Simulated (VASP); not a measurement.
Input of a VASP 6.6.1 run:

Contents of INCAR:

```
SYSTEM = Ti2AlC
PREC     = Accurate       ! precision mode
ENCUT    = 600            ! plane-wave cutoff, eV
EDIFF    = 1E-6           ! SCF threshold, eV
ISMEAR   = 1              ! smearing method
SIGMA    = 0.2            ! smearing width, eV
LREAL    = .FALSE.        ! projectors in reciprocal space
LASPH    = .TRUE.         ! aspherical terms in the spheres
NELM     = 100            ! most SCF steps
ALGO     = Fast           ! electronic algorithm
ISIF     = 3              ! what is computed and relaxed
LWAVE    = .FALSE.        ! write WAVECAR
LCHARG   = .FALSE.        ! write CHGCAR
IBRION   = 2              ! ionic algorithm
NSW      = 40             ! ionic steps
EDIFFG   = -0.01          ! ionic threshold
KPAR     = 8
```

Contents of KPOINTS:

```
Automatic mesh
0
G
  16 16 4
  0 0 0
```

File POSCAR:

```
Ti2AlC
1.0
    3.0400000000      0.0000000000      0.0000000000
   -1.5200000000      2.6327172275      0.0000000000
    0.0000000000      0.0000000000     13.5900000000
Ti Al C
4 2 2
Direct
    0.3333333333      0.6666666667      0.0840000000
    0.6666666667      0.3333333333      0.9160000000
    0.6666666667      0.3333333333      0.5840000000
    0.3333333333      0.6666666667      0.4160000000
    0.3333333333      0.6666666667      0.7500000000
    0.6666666667      0.3333333333      0.2500000000
    0.0000000000      0.0000000000      0.0000000000
    0.0000000000      0.0000000000      0.5000000000
```

Potentials or basis: VASP PAW LDA potentials, release 64 (Ti_sv, Al, C).

Run with:

```sh
$ cat potpaw_LDA.64/Ti_sv/POTCAR potpaw_LDA.64/Al/POTCAR potpaw_LDA.64/C/POTCAR > POTCAR
$ mpirun -np 8 vasp_std > vasp.out
```

Q: What does it give for the band gap on the k mesh?

A: None (metal or under the smearing width).

Q: Predict the space group after relaxing (to 0.05 Å).

A: P6_3/mmc (No. 194).

Q: Predict the relaxed cell.

A: a = 3.016 Å, b = 3.016 Å, c = 13.510 Å, α = 90.00°, β = 90.00°, γ = 120.00°.

Forces in eV/Å, atoms in the order of the input:
```
Ti   0.000  0.000 -0.004
Ti   0.000  0.000  0.004
Ti   0.000  0.000 -0.004
Ti   0.000  0.000  0.004
Al   0.000  0.000  0.000
Al   0.000  0.000  0.000
C    0.000  0.000  0.000
C    0.000  0.000  0.000
```
